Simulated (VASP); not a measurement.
Input:

```
Cu
1.0
    0.00000     1.70811     1.70811
    1.70811     0.00000     1.70811
    1.70811     1.70811     0.00000
Cu
1
Direct
  0.00000   0.00000   0.00000
```

Method: PBEsol GGA, VASP's PBE PAW potentials (set 64) (plane waves; VASP). Run with 500 eV cut-off, 18×18×18 Γ-centred mesh, first-order Methfessel-Paxton smearing of 0.10 eV, potentials Cu.

Energy and stress use the plane-wave basis of the starting cell.

The ions, cell shape and volume at an external pressure of 45.0 GPa are relaxed. Give the cell that the relaxation ends in.

```
Cu
1.0
    0.00000     1.68252     1.68252
    1.68252     0.00000     1.68252
    1.68252     1.68252     0.00000
Cu
1
Direct
  0.00000   0.00000   0.00000
```
Space group Fm-3m (225), at a tolerance of 0.03 Å.

How do energy and volume change from the first to the last step?

The energy (σ→0) changes by +102.1 meV/atom and the volume by -4.4 %, in 4 ionic steps.

The compound is Cu in the fcc structure. This run relaxes it under an external pressure of 45 GPa. Symmetry was kept, so distortions that lower it aren't found.
